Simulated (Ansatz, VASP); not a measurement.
## SnSe2 (1T-SnSe2 4 layers, AA) in two plane-wave programs

One calculation is typed for both programs; each brings its own data sets. How far apart do they land? The structure shown is the start of the Ansatz relaxation below; VASP solves that cell, so the two are compared at the walk's first step.

Main program and level: Ansatz 0.2.0; plane waves, with VASP 6.6.1 beside it; single point at PBE with D3(BJ).

## Step 1: The structure

The cell holds 12 atoms: 8 Se and 4 Sn. Its edges and angles: a = 3.870 Å, b = 3.870 Å, c = 66.442 Å, α = 90.0°, β = 90.0°, γ = 120.0°. Vacuum lies along c.

As a file:

```cif
data_structure
_symmetry_space_group_name_H-M 'P 1'
_symmetry_Int_Tables_number 1
_cell_length_a 3.8700
_cell_length_b 3.8700
_cell_length_c 66.4420
_cell_angle_alpha 90.000
_cell_angle_beta 90.000
_cell_angle_gamma 120.000
_cell_volume 861.78
loop_
_atom_site_label
_atom_site_type_symbol
_atom_site_fract_x
_atom_site_fract_y
_atom_site_fract_z
_atom_site_occupancy
Se1 Se 0.66667 0.33333 0.36649 1
Se2 Se 0.33333 0.66667 0.39825 1
Se3 Se 0.66667 0.33333 0.44491 1
Se4 Se 0.33333 0.66667 0.47667 1
Se5 Se 0.66667 0.33333 0.52333 1
Se6 Se 0.33333 0.66667 0.55509 1
Se7 Se 0.66667 0.33333 0.60175 1
Se8 Se 0.33333 0.66667 0.63351 1
Sn9 Sn 0.00000 0.00000 0.38237 1
Sn10 Sn 0.00000 0.00000 0.46079 1
Sn11 Sn 0.00000 0.00000 0.53921 1
Sn12 Sn 0.00000 0.00000 0.61763 1
```

## Step 2: Ansatz: relaxation, PBE with D3(BJ)

Ansatz runs on its PAW soft_1 files.

The two programs are compared at the cell with which this relaxation starts, whose forces are those of its first step.

File input.yaml:

```yaml
crystal:
  lattice:
    - [3.87, 0.0, 0.0]
    - [-1.935, 3.3515183126, 0.0]
    - [0.0, 0.0, 66.4419561719]
  atoms:
    - { symbol: Se, position: [0.6666666667, 0.3333333333, 0.3664852964] }
    - { symbol: Sn, position: [0.0, 0.0, 0.3823674976] }
    - { symbol: Se, position: [0.3333333333, 0.6666666667, 0.398249699] }
    - { symbol: Se, position: [0.6666666667, 0.3333333333, 0.4449069646] }
    - { symbol: Sn, position: [0.0, 0.0, 0.4607891659] }
    - { symbol: Se, position: [0.3333333333, 0.6666666667, 0.4766713672] }
    - { symbol: Se, position: [0.6666666667, 0.3333333333, 0.5233286328] }
    - { symbol: Sn, position: [0.0, 0.0, 0.5392108341] }
    - { symbol: Se, position: [0.3333333333, 0.6666666667, 0.5550930354] }
    - { symbol: Se, position: [0.6666666667, 0.3333333333, 0.601750301] }
    - { symbol: Sn, position: [0.0, 0.0, 0.6176325024] }
    - { symbol: Se, position: [0.3333333333, 0.6666666667, 0.6335147036] }
  periodic: [true, true, false]
kpoints:
  mp_grid: { grid: [12, 12, 1] }
hamiltonian:
  xc: pbe
  dispersion: d3bj
  pseudopotentials: { kind: paw, azcp: { folder: soft_1 } }
scf:
  occupations: { method: fermi_dirac, width: 0.05 }
  convergence: { dr2_threshold: 1.0e-09 }
relax:
  f_tol: 0.004
  max_steps: 90
  cell: {}
output:
  write_potential: true
  write_density: true
  volumetric_format: npy
```

Launch:

```
$ ansatz run input.yaml --threads 4 --pin off --max-ram 12288MiB --backend cpu --events-out ev --progress --plain --runs-dir out
```

Numbers of over 12 decimals in the logs are rounded to 6 here.

The log of the run:

```text
Warning: relax.cell: scf.convergence.dr2_threshold = 1e-9 eV is looser than the 1.55921887536e-10 eV advised for a relaxation that steers and ends on the stress (1e-10 eV for each atom of the cell: 12, times the square of relax.cell.stress_2d_tol = 0.05 N/m over 27.7 Å (the atoms' height at the walk's start and 5 Å past either face), 1.802e-2 GPa, over a crystal's default 0.05). What an SCF threshold leaves in a stress goes as its square root, and in the free energy as the threshold itself, and one threshold admits the most on a small cell: [figures from the program's tests cut] Set scf.convergence.dr2_threshold to 1.55921887536e-10 eV or tighter. [rest of the remark cut]
Engine: ansatz 0.2.0, x86_64-unknown-linux-gnu
Pseudopotentials: kind: paw
Pseudopotential: Se, paw, valence charge 16, recommended cutoff 420 eV (normal), soft_1/Se.paw.azcp
Pseudopotential: Sn, paw, valence charge 14, recommended cutoff 420 eV (normal), soft_1/Sn.paw.azcp
Functional definition: PBE
  parameter kappa = 0.804
  parameter beta = 0.066725
  exchange = pbe_x(kappa = kappa, mu = beta*pi^2/3)
  correlation = pbe_c(beta = beta)
Crystal: 12 atoms, lattice volume = 861.777 Å³
Basis set: ecut = 420 eV, 16963 PW (Γ), exchange–correlation on 54×54×900 points (8 copies of the dense FFT grid, shifted against one another)
Bands: 111, of which v1, the nominal top of the filled ones, is band 92 counted from 1 (91 counted from 0)
Symmetry: 12 space group operations
Space group: P-3m1 (ITA 164), of the structure as read, at distance tolerance 9.5e-5 Å
k-points: 19 of 144
Non-local potential: Se, projectors of the file, l = 0: 2, l = 1: 2, l = 2: 3, l = 3: 1
Non-local potential: Sn, projectors of the file, l = 0: 2, l = 1: 2, l = 2: 2, l = 3: 1
PAW form: soft (Blöchl's): semilocal exchange-correlation on the pseudo side does not see the compensation charge
PAW one-centre angular grid: Se, 590 points (default); XC on 64 Gauss nodes
PAW one-centre angular grid: Sn, 590 points (default); XC on 64 Gauss nodes
Initial density: superposition of atomic densities (neutral atoms: chi_scale 0, normalization atom)
Initial wavefunctions: pseudopotential atomic-orbital guess
Functional: x = pbe(κ = 0.804, μ = 0.219515), c = pbe(β = 0.066725)
iter 1 solved again at ethr=2.99e-3 eV; its pass at ethr=3.10e-3 eV (dr2=5.50e0 eV) is discarded
SCF iter   1: F=—  HF=-67848.416890 eV  |F-HF|=—  |Δ(HF+E_count)|=         —  Δρ=2.24e-2  dr2=5.53e0  ethr=2.99e-3  ⟨swp⟩=4.0  Hψ=14493  notcnv=0  defer=2
preconditioner: auto → Resta (q_TF=auto, 2.109 Å⁻¹)  ε∞=1.6  [insulator: Δε(μ)=0.610 eV  Ē_g=16.799 eV  σ=0.050 eV  W_gap=0.99  n_scr=170 (ndim 8)  ℏωp=12.9 eV  f_vac=0.681  D(μ)=0.01/eV (n_scr^D=0)  ε∞_Penn≈1.6  vacuum switching on, ρ_ref=2.0e-2 e/Å³]
SCF iter   2: F=—  HF=-67846.747547 eV  |F-HF|=—  |Δ(HF+E_count)|=    1.67e0  Δρ=9.09e-3  dr2=5.08e-1  ethr=2.99e-3  ⟨swp⟩=5.8  Hψ=5107  notcnv=0  defer=101
preconditioner: auto → LDOS  [insulator: Δε(μ)=0.246 eV  Ē_g=17.019 eV  σ=0.050 eV  W_gap=0.70  n_scr=170 (ndim 8)  ℏωp=12.9 eV  f_vac=0.682  D(μ)=0.26/eV (n_scr^D=4)  ε∞_Penn≈1.6  β→1.0]
SCF iter   3: F=—  HF=-67846.739805 eV  |F-HF|=—  |Δ(HF+E_count)|=   7.74e-3  Δρ=1.89e-3  dr2=8.38e-2  ethr=2.76e-4  ⟨swp⟩=4.1  Hψ=4765  notcnv=0  defer=238
SCF iter   4: F=—  HF=-67846.726154 eV  |F-HF|=—  |Δ(HF+E_count)|=   1.37e-2  Δρ=1.16e-3  dr2=7.40e-2  ethr=4.56e-5  ⟨swp⟩=3.6  Hψ=4584  notcnv=0  defer=249
SCF iter   5: F=—  HF=-67846.713520 eV  |F-HF|=—  |Δ(HF+E_count)|=   1.26e-2  Δρ=3.86e-4  dr2=6.56e-3  ethr=4.02e-5  ⟨swp⟩=3.0  Hψ=2854  notcnv=0  defer=249
SCF iter   6: F=—  HF=-67846.712326 eV  |F-HF|=—  |Δ(HF+E_count)|=   1.19e-3  Δρ=1.48e-4  dr2=1.42e-4  ethr=3.56e-6  ⟨swp⟩=3.1  Hψ=3257  notcnv=0  defer=249
SCF iter   7: F=—  HF=-67846.712438 eV  |F-HF|=—  |Δ(HF+E_count)|=   1.12e-4  Δρ=6.15e-5  dr2=2.55e-5  ethr=7.73e-8  ⟨swp⟩=3.5  Hψ=4568  notcnv=0  defer=249
SCF iter   8: F=—  HF=-67846.712391 eV  |F-HF|=—  |Δ(HF+E_count)|=   4.68e-5  Δρ=2.20e-5  dr2=1.51e-5  ethr=1.39e-8  ⟨swp⟩=3.4  Hψ=4176  notcnv=0  defer=249
SCF iter   9: F=—  HF=-67846.712460 eV  |F-HF|=—  |Δ(HF+E_count)|=   6.85e-5  Δρ=7.54e-6  dr2=3.36e-7  ethr=8.21e-9  ⟨swp⟩=3.0  Hψ=3098  notcnv=0  defer=249
SCF iter  10: F=—  HF=-67846.712460 eV  |F-HF|=—  |Δ(HF+E_count)|=   2.07e-7  Δρ=2.91e-6  dr2=4.13e-8  ethr=1.83e-10  ⟨swp⟩=3.7  Hψ=4117  notcnv=0  defer=249
[...]
SCF converged after 6 iterations
Free energy (F): -67857.781566 eV
Harris-Foulkes:  -67857.781566 eV  (|F-HF|=2.11e-9)
Internal energy: -67857.781147 eV  (E = F + TS)
E sigma→0 (E₀):  -67857.781356 eV
Entropy (-TS):   -0.000419 eV (-0.035 meV/atom)
Fermi energy:    -5.545892 eV
--- Per-component energies (eV) ---
  E_band       = -6006.111045
  E_kinetic    = 1558.371194
  E_local      = -2115324.143297  (includes V_loc(G=0)·N_el)
  E_nonlocal   = -2254.293586
  E_hartree    = 1056933.497954
  E_xc         = -1181.582885
  E_vxc        = -1041.074185  (∫ρ·V_xc dr)
  E_paw        = -34526.743307  (= ΣΔE_a)
  E_vpaw       = -2811.986063  (= ΣTr[D̂ρ^β])
  E_aug_tail   = -0.001861  (compensation charges beyond the density's cutoff)
  E_ewald      = 1026941.134730
  E_disp       = -4.020089  (pairwise vdW)
  E_smearing   = -0.000419  (= −TS)
  E_closure    = 0.000000  (closes the sum)
  Σ components = -67857.781566   (vs F -67857.781566, Δ=0.00e0)
--- Forces (eV/Å), atoms counted from 1 ---
  atom   1  Se     0.00000000     0.00000000     0.00211331
  atom   2  Sn    -0.00000000    -0.00000000    -0.00034720
  atom   3  Se    -0.00000000    -0.00000000    -0.00280105
  atom   4  Se     0.00000000     0.00000000     0.00275686
  atom   5  Sn    -0.00000000    -0.00000000     0.00120119
  atom   6  Se     0.00000000    -0.00000000    -0.00061060
  atom   7  Se     0.00000000     0.00000000     0.00061060
  atom   8  Sn     0.00000000     0.00000000    -0.00120119
  atom   9  Se     0.00000000    -0.00000000    -0.00275686
  atom  10  Se    -0.00000000     0.00000000     0.00280105
  atom  11  Sn     0.00000000     0.00000000     0.00034720
  atom  12  Se    -0.00000000    -0.00000000    -0.00211331
  max |Σ_I F_I| component: 4.63e-18 eV/Å
--- 2D stress c σ (N/m, compression-positive) ---
       -0.014065       0.000000      -0.000000
       -0.000000      -0.014065      -0.000000
       -0.000000      -0.000000      -0.000000
  P = ½ c Tr σ = -0.0141 N/m
--- Band table (eV; the first three rows and the last of 19) ---
  k-point 0: bands = [... 88 lower, -6.0718, -6.0718, -6.0360, -6.0360, -4.8582, -4.3876, -3.8822, -3.5013, ... 15 higher]
  k-point 1: bands = [... 88 lower, -6.0976, -6.0038, -5.9701, -5.9585, -4.2831, -4.0171, -3.7196, -3.5225, ... 15 higher]
  k-point 2: bands = [... 88 lower, -6.1161, -5.9894, -5.9282, -5.9197, -4.0485, -3.8947, -3.7093, -3.5617, ... 15 higher]
  k-point 18: bands = [... 88 lower, -6.6480, -6.6480, -6.2903, -6.2903, -4.8497, -4.4957, -4.0401, -3.6808, ... 15 higher]
  the weakly bound empty levels are not read free of the cell's end (no_gap_told)
--- Relaxed structure (14 steps of the walk, 13 accepted, 1 SCFs on fresh bases) ---
  F+E_penalty+E_count = -67857.78156601 eV   max|allowed force component| = 2.801e-3 eV/Å   (the final SCF, on the basis selected at the relaxed cell)
  cell:  # Å, volume = 846.8826 Å³
    - [3.836411, 0, 0]
    - [-1.918205, 3.322429, 0]
    - [0, 0, 66.4419561719]
  atoms:
    - { symbol: Se, position: [0.666667, 0.333333, 0.340419] }
    - { symbol: Sn, position: [0, 0, 0.364435] }
    - { symbol: Se, position: [0.333333, 0.666667, 0.388467] }
    - { symbol: Se, position: [0.666667, 0.333333, 0.430688] }
    - { symbol: Sn, position: [0, 0, 0.454696] }
    - { symbol: Se, position: [0.333333, 0.666667, 0.478702] }
    - { symbol: Se, position: [0.666667, 0.333333, 0.521298] }
    - { symbol: Sn, position: [0, 0, 0.545304] }
    - { symbol: Se, position: [0.333333, 0.666667, 0.569312] }
    - { symbol: Se, position: [0.666667, 0.333333, 0.611533] }
    - { symbol: Sn, position: [0, 0, 0.635565] }
    - { symbol: Se, position: [0.333333, 0.666667, 0.659581] }
```

[end of part 1 of 2]

[Lines on the potential files, build, host, timing and source positions are cut from VASP's logs without a mark.]

[Logs are printed without paths, hosts, clocks, repeated set-up lines and the standing remarks that a program may print on its own settings, such as how far it seeks lower states.]

[Hosts, paths, dates, database ids (printed as entryN), source tags and the programs' standing remarks are cut or masked in the printed files.]
